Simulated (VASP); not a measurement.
```
CELL_PARAMETERS angstrom
      0.00000     2.73000     2.73000
      2.73000     0.00000     2.73000
      2.73000     2.73000     0.00000
ATOMIC_POSITIONS crystal
  Mg 0.00000 0.00000 0.00000
  Se 0.50000 0.50000 0.50000
```

Level of theory: PBE GGA with spin-orbit coupling, VASP's PBE PAW potentials (set 64) (plane waves; VASP 6.6.1). Numerical set-up: 400 eV cut-off, 8×8×8 Γ-centred mesh, Gaussian smearing of 0.050 eV, potentials Mg Se.

Give the stress tensor in GPa (positive for a compressed cell).

```
1.56  0.00  0.00
0.00  1.56  0.00
0.00  0.00  1.56
```
The pressure is its mean diagonal, 1.56 GPa.

The compound is MgSe in the rock salt structure. The cell was not relaxed at this level. The run is one of a series of settings (GGA_COMPAT = .FALSE., LSORBIT = .TRUE., MAGMOM = 0 0 0 0 0 0, program vasp_ncl against the base run), some of them coarse on purpose.
